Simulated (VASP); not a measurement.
# A VASP study of SiMo3 (r2SCAN + rVV10): structure first, properties next, part 7 of 8

Wanted: the relaxed cell of SiMo3 and its properties. The start is a cell from a database of measured crystal structures.

VASP 6.6.1; r2SCAN with rVV10; plane waves and PAW (Si, Mo_sv).

So far. Step 5 (Density of states (r2SCAN + rVV10)): The finer mesh and the other smearing move the Fermi level by +0.00 eV from the 6×6×6 run, a small shift, which tests the Fermi level alone. Of the states within 0.3 eV of the Fermi level, the largest shares in the PAW spheres are Mo d 75 %. The rest lies in smaller channels or between the spheres. The relaxed cell has a = 4.879 Å (conventional setting).

**7. Electric field gradients (r2SCAN + rVV10)**

Field gradients probe how far the charge around each nucleus departs from cubic symmetry; LASPH keeps the non-spherical terms inside the spheres.

INCAR

```
SYSTEM = SiMo3
PREC = Accurate
ENCUT = 400
EDIFF = 1E-07
NELM = 100
ISMEAR = 1
SIGMA = 0.2
LREAL = .FALSE.
ALGO = Normal
METAGGA = R2SCAN
LUSE_VDW = .TRUE.
IVDW_NL = 2
BPARAM = 11.95
CPARAM = 0.0093
LASPH = .TRUE.
NBANDS = 57
LORBIT = 11
LWAVE = .FALSE.
LCHARG = .FALSE.
KPAR = 4
LEFG = .TRUE.
```

POSCAR

```
SiMo3
1.0
    4.8791986956      0.0000000000      0.0000000000
    0.0000000000      4.8791986956      0.0000000000
    0.0000000000      0.0000000000      4.8791986956
Si Mo
2 6
Direct
    0.0000000000      0.0000000000      0.0000000000
    0.5000000000      0.5000000000      0.5000000000
    0.2500000000      0.0000000000      0.5000000000
    0.5000000000      0.7500000000      0.0000000000
    0.7500000000      0.0000000000      0.5000000000
    0.5000000000      0.2500000000      0.0000000000
    0.0000000000      0.5000000000      0.7500000000
    0.0000000000      0.5000000000      0.2500000000
```

KPOINTS

```
Automatic mesh
0
Gamma
6 6 6
0 0 0
```

Potentials, in the order of the species: Si and Mo_sv (PBE family, release 64).

Command:

```sh
> mpirun -np 4 vasp_std
```

The log of the run:

```text
[... set-up lines as in an earlier step ...]
 entering main loop
       N       E                     dE             d eps       ncg     rms          rms(c)
Total rVV10 correction in eV:      1.5476000    94.7548298
Total rVV10 correction in eV:      1.5476000    94.7548298
Total rVV10 correction in eV:      1.5476000    94.7548298
Total rVV10 correction in eV:      1.5476000    94.7548298
[... 5 cycles as in an earlier step ...]
Total rVV10 correction in eV:      1.4503241    94.7548358
Total rVV10 correction in eV:      1.4503241    94.7548358
Total rVV10 correction in eV:      1.4503241    94.7548358
Total rVV10 correction in eV:      1.4503241    94.7548358
[... 1 cycle as in an earlier step ...]
Total rVV10 correction in eV:      1.4242843    94.7548366
Total rVV10 correction in eV:      1.4242843    94.7548366
Total rVV10 correction in eV:      1.4242843    94.7548366
Total rVV10 correction in eV:      1.4242843    94.7548366
[... 1 cycle as in an earlier step ...]
Total rVV10 correction in eV:      1.4071677    94.7548367
Total rVV10 correction in eV:      1.4071677    94.7548367
Total rVV10 correction in eV:      1.4071677    94.7548367
Total rVV10 correction in eV:      1.4071677    94.7548367
[... 1 cycle as in an earlier step ...]
Total rVV10 correction in eV:      1.4061229    94.7548367
Total rVV10 correction in eV:      1.4061229    94.7548367
Total rVV10 correction in eV:      1.4061229    94.7548367
Total rVV10 correction in eV:      1.4061229    94.7548367
[... 1 cycle as in an earlier step ...]
Total rVV10 correction in eV:      1.4067636    94.7548367
Total rVV10 correction in eV:      1.4067636    94.7548367
Total rVV10 correction in eV:      1.4067636    94.7548367
Total rVV10 correction in eV:      1.4067636    94.7548367
[... 1 cycle as in an earlier step ...]
Total rVV10 correction in eV:      1.4074075    94.7548367
Total rVV10 correction in eV:      1.4074075    94.7548367
Total rVV10 correction in eV:      1.4074075    94.7548367
Total rVV10 correction in eV:      1.4074075    94.7548367
[... 1 cycle as in an earlier step ...]
Total rVV10 correction in eV:      1.4075392    94.7548367
Total rVV10 correction in eV:      1.4075392    94.7548367
Total rVV10 correction in eV:      1.4075392    94.7548367
Total rVV10 correction in eV:      1.4075392    94.7548367
[... 1 cycle as in an earlier step ...]
Total rVV10 correction in eV:      1.4075816    94.7548367
Total rVV10 correction in eV:      1.4075816    94.7548367
Total rVV10 correction in eV:      1.4075816    94.7548367
Total rVV10 correction in eV:      1.4075816    94.7548367
DAV:  13    -0.175175044031E+03    0.26727E-05   -0.14039E-06  2392   0.421E-03    0.337E-03
Total rVV10 correction in eV:      1.4075787    94.7548367
Total rVV10 correction in eV:      1.4075787    94.7548367
Total rVV10 correction in eV:      1.4075787    94.7548367
Total rVV10 correction in eV:      1.4075787    94.7548367
DAV:  14    -0.175175044189E+03   -0.15818E-06   -0.21563E-07  2070   0.167E-03    0.788E-04
Total rVV10 correction in eV:      1.4075793    94.7548367
Total rVV10 correction in eV:      1.4075793    94.7548367
Total rVV10 correction in eV:      1.4075793    94.7548367
Total rVV10 correction in eV:      1.4075793    94.7548367
DAV:  15    -0.175175044105E+03    0.84561E-07   -0.22266E-08  1695   0.617E-04
Total rVV10 correction in eV:      1.4075798    94.7548367
Total rVV10 correction in eV:      1.4075798    94.7548367
Total rVV10 correction in eV:      1.4075798    94.7548367
Total rVV10 correction in eV:      1.4075798    94.7548367
Total rVV10 correction in eV:      1.4075794    94.7548367
Total rVV10 correction in eV:      1.4075794    94.7548367
Total rVV10 correction in eV:      1.4075794    94.7548367
Total rVV10 correction in eV:      1.4075794    94.7548367
ion   1
     0.0000000     0.0000000     0.0000000    -0.0000000    -0.0000000    -0.0000000
     0.0000353     0.0000000     0.0000000    -0.0000000    -0.0000000    -0.0000000
     0.0000487     0.0000000     0.0000000    -0.0000000    -0.0000000    -0.0000000
     0.0000670     0.0000000     0.0000000    -0.0000000    -0.0000000    -0.0000000
     0.0000923     0.0000000     0.0000000    -0.0000000    -0.0000000    -0.0000000

     0.0000000     0.0000000    -0.0000000    -0.0000000    -0.0000000    -0.0000000
     0.0000353     0.0000000    -0.0000000    -0.0000000    -0.0000000    -0.0000000
     0.0000487     0.0000000    -0.0000000    -0.0000000    -0.0000000    -0.0000000
     0.0000670     0.0000000    -0.0000000    -0.0000000    -0.0000000    -0.0000000
     0.0000923     0.0000000    -0.0000000    -0.0000000    -0.0000000    -0.0000000

ion   2
     0.0000000    -0.0000000     0.0000000    -0.0000000     0.0000000     0.0000000
     0.0000353    -0.0000000     0.0000000    -0.0000000     0.0000000     0.0000000
     0.0000487    -0.0000000     0.0000000    -0.0000000     0.0000000     0.0000000
     0.0000670    -0.0000000     0.0000000    -0.0000000     0.0000000     0.0000000
     0.0000923    -0.0000000     0.0000000    -0.0000000     0.0000000     0.0000000

     0.0000000    -0.0000000     0.0000000    -0.0000000     0.0000000     0.0000000
     0.0000353    -0.0000000     0.0000000    -0.0000000     0.0000000     0.0000000
     0.0000487    -0.0000000     0.0000000    -0.0000000     0.0000000     0.0000000
     0.0000670    -0.0000000     0.0000000    -0.0000000     0.0000000     0.0000000
     0.0000923    -0.0000000     0.0000000    -0.0000000     0.0000000     0.0000000

ion   3
     0.0000000    -0.0000000     0.0000000     0.7004255     0.0000000    -1.2131725
     0.0000532    -0.0000000     0.0000000     0.7004254     0.0000000    -1.2131724
     0.0000733    -0.0000000     0.0000000     0.7004254     0.0000000    -1.2131723
     0.0001009    -0.0000000     0.0000000     0.7004253     0.0000000    -1.2131722
     0.0001390    -0.0000000     0.0000000     0.7004252     0.0000000    -1.2131720

     0.0000000    -0.0000000     0.0000000    16.8122180     0.0000000   -29.1196157
     0.0000532    -0.0000000     0.0000000    16.8079301     0.0000000   -29.1121889
     0.0000733    -0.0000000     0.0000000    16.8054464     0.0000000   -29.1078870
     0.0001009    -0.0000000     0.0000000    16.8013699     0.0000000   -29.1008264
     0.0001390    -0.0000000     0.0000000    16.7947068     0.0000000   -29.0892855

ion   4
     0.0000000     0.0000000     0.0000000     0.7004255     0.0000000     1.2131725
     0.0000532     0.0000000     0.0000000     0.7004254     0.0000000     1.2131724
     0.0000733     0.0000000     0.0000000     0.7004254     0.0000000     1.2131723
     0.0001009     0.0000000     0.0000000     0.7004253     0.0000000     1.2131722
     0.0001390     0.0000000     0.0000000     0.7004252     0.0000000     1.2131720

     0.0000000     0.0000000     0.0000000    16.8122180     0.0000000    29.1196157
     0.0000532     0.0000000     0.0000000    16.8079301     0.0000000    29.1121889
     0.0000733     0.0000000     0.0000000    16.8054464     0.0000000    29.1078870
     0.0001009     0.0000000     0.0000000    16.8013699     0.0000000    29.1008264
     0.0001390     0.0000000     0.0000000    16.7947068     0.0000000    29.0892855

ion   5
     0.0000000     0.0000000    -0.0000000     0.7004255     0.0000000    -1.2131725
     0.0000532     0.0000000    -0.0000000     0.7004254     0.0000000    -1.2131724
     0.0000733     0.0000000    -0.0000000     0.7004254     0.0000000    -1.2131723
     0.0001009     0.0000000    -0.0000000     0.7004253     0.0000000    -1.2131722
     0.0001390     0.0000000    -0.0000000     0.7004252     0.0000000    -1.2131720

     0.0000000     0.0000000    -0.0000000    16.8122180     0.0000000   -29.1196157
     0.0000532     0.0000000    -0.0000000    16.8079301     0.0000000   -29.1121889
     0.0000733     0.0000000    -0.0000000    16.8054464     0.0000000   -29.1078870
     0.0001009     0.0000000    -0.0000000    16.8013699     0.0000000   -29.1008264
     0.0001390     0.0000000    -0.0000000    16.7947068     0.0000000   -29.0892855

ion   6
     0.0000000    -0.0000000    -0.0000000     0.7004255     0.0000000     1.2131725
     0.0000532    -0.0000000    -0.0000000     0.7004254     0.0000000     1.2131724
     0.0000733    -0.0000000    -0.0000000     0.7004254     0.0000000     1.2131723
     0.0001009    -0.0000000    -0.0000000     0.7004253     0.0000000     1.2131722
     0.0001390    -0.0000000    -0.0000000     0.7004252     0.0000000     1.2131720

     0.0000000    -0.0000000    -0.0000000    16.8122180     0.0000000    29.1196157
     0.0000532    -0.0000000    -0.0000000    16.8079301     0.0000000    29.1121889
     0.0000733    -0.0000000    -0.0000000    16.8054464     0.0000000    29.1078870
     0.0001009    -0.0000000    -0.0000000    16.8013699     0.0000000    29.1008264
     0.0001390    -0.0000000    -0.0000000    16.7947068     0.0000000    29.0892855

ion   7
     0.0000000     0.0000000     0.0000000    -1.4008509     0.0000000     0.0000000
     0.0000532     0.0000000     0.0000000    -1.4008508     0.0000000     0.0000000
     0.0000733     0.0000000     0.0000000    -1.4008508     0.0000000     0.0000000
     0.0001009     0.0000000     0.0000000    -1.4008506     0.0000000     0.0000000
     0.0001390     0.0000000     0.0000000    -1.4008504     0.0000000     0.0000000

     0.0000000     0.0000000     0.0000000   -33.6244359     0.0000000     0.0000000
     0.0000532     0.0000000     0.0000000   -33.6158602     0.0000000     0.0000000
     0.0000733     0.0000000     0.0000000   -33.6108928     0.0000000     0.0000000
     0.0001009     0.0000000     0.0000000   -33.6027399     0.0000000     0.0000000
     0.0001390     0.0000000     0.0000000   -33.5894136     0.0000000     0.0000000

ion   8
     0.0000000     0.0000000     0.0000000    -1.4008509     0.0000000     0.0000000
     0.0000532     0.0000000     0.0000000    -1.4008508     0.0000000     0.0000000
     0.0000733     0.0000000     0.0000000    -1.4008508     0.0000000     0.0000000
     0.0001009     0.0000000     0.0000000    -1.4008506     0.0000000     0.0000000
     0.0001390     0.0000000     0.0000000    -1.4008504     0.0000000     0.0000000

     0.0000000     0.0000000     0.0000000   -33.6244359     0.0000000     0.0000000
     0.0000532     0.0000000     0.0000000   -33.6158602     0.0000000     0.0000000
     0.0000733     0.0000000     0.0000000   -33.6108928     0.0000000     0.0000000
     0.0001009     0.0000000     0.0000000   -33.6027399     0.0000000     0.0000000
     0.0001390     0.0000000     0.0000000   -33.5894136     0.0000000     0.0000000

   1 F= -.17517504E+03 E0= -.17517387E+03  d E =-.352182E-02
```

It took 79 s on 4 MPI ranks of Intel Xeon Platinum 8488C (Sapphire Rapids), shared host; peak memory 1.4 GiB.

Parts of OUTCAR (step 7):

```text
   NELECT =      92.0000    total number of electrons

 E-fermi :  12.8566

 k-point     4 :       0.5000    0.0000    0.0000
  band No.  band energies     occupation
    ...
     40      10.0618      2.00000
     41      10.2354      2.00000
     42      10.2354      2.00000
     43      11.0177      2.00000
     44      11.0177      2.00000
     45      13.0839     -0.06820
     46      13.0839     -0.06821
     47      13.8679     -0.00000
     48      13.8679     -0.00000
     49      14.4863     -0.00000
    ...

  Total       -0.0187609     -0.0187609     -0.0187609      0.0000000     -0.0000000     -0.0000000
  in kB       -0.2587733     -0.2587733     -0.2587733      0.0000000     -0.0000000     -0.0000000
  external PRESSURE =      -0.2587733 kB  Pullay stress =       0.0000000 kB

 POSITION                                       TOTAL-FORCE (eV/Angst)
 -----------------------------------------------------------------------------------
      0.00000      0.00000      0.00000        -0.000000      0.000000      0.000000
      2.43960      2.43960      2.43960        -0.000000      0.000000      0.000000
      1.21980      0.00000      2.43960        -0.000000     -0.000000     -0.000000
      2.43960      3.65940      0.00000         0.000000     -0.000000      0.000000
      3.65940      0.00000      2.43960         0.000000      0.000000      0.000000
      2.43960      1.21980      0.00000         0.000000      0.000000     -0.000000
      0.00000      2.43960      3.65940         0.000000      0.000000      0.000000
      0.00000      2.43960      1.21980        -0.000000     -0.000000     -0.000000
 -----------------------------------------------------------------------------------
    total drift:                                0.000000     -0.000000     -0.000000

  FREE ENERGIE OF THE ION-ELECTRON SYSTEM (eV)
  ---------------------------------------------------
  free  energy   TOTEN  =      -175.1750441049 eV

  energy  without entropy=     -175.1715222891  energy(sigma->0) =     -175.17387017

 Electric field gradients after diagonalization (V/A^2)
 (convention: |V_zz| > |V_xx| > |V_yy|)
----------------------------------------------------------------------
 ion       V_xx      V_yy      V_zz     asymmetry (V_yy - V_xx)/ V_zz
----------------------------------------------------------------------
   1      -0.000     0.000    -0.000      -1.006
   2      -0.000     0.000    -0.000      -0.754
   3     -22.853   -22.853    45.707       0.000
   4     -22.853   -22.853    45.707       0.000
   5     -22.853   -22.853    45.707       0.000
   6     -22.853   -22.853    45.707       0.000
   7     -22.853   -22.853    45.707       0.000
   8     -22.853   -22.853    45.707       0.000
----------------------------------------------------------------------

[... 16 parts as in an earlier step ...]

[... 1 further part left out ...]
```

This step gave:

| Quantity | Value |
| --- | --- |
| SCF cycles | 15 |
| free energy (TOTEN) | -175.1750 eV |
| pressure | -0.02588 GPa |

Electric field gradients, by row:

```tsv
atom	Vxx (V/Å²)	Vyy (V/Å²)	Vzz (V/Å²)	asymmetry
Si1	0	0	0	-
Si2	0	0	0	-
Mo3	-22.85	-22.85	45.71	0
Mo4	-22.85	-22.85	45.71	0
Mo5	-22.85	-22.85	45.71	0
Mo6	-22.85	-22.85	45.71	0
Mo7	-22.85	-22.85	45.71	0
Mo8	-22.85	-22.85	45.71	0
```

The largest gradient, 45.71 V/Å², sits on Mo3 and like sites; times the quadrupole moment of a nucleus that has one, it gives the coupling that NMR and NQR see.

(Part 7 of 8 ends here.)

[Lines on the potential files, build, host, timing and source positions are cut from VASP's logs without a mark.]

[Logs are printed without paths, hosts, clocks, repeated set-up lines and the standing remarks that a program may print on its own settings, such as how far it seeks lower states.]

[Hosts, paths, dates, database ids (printed as entryN), source tags and the programs' standing remarks are cut or masked in the printed files.]

[A measured line is paired with the nearest computed mode of its activity, which favours agreement.]
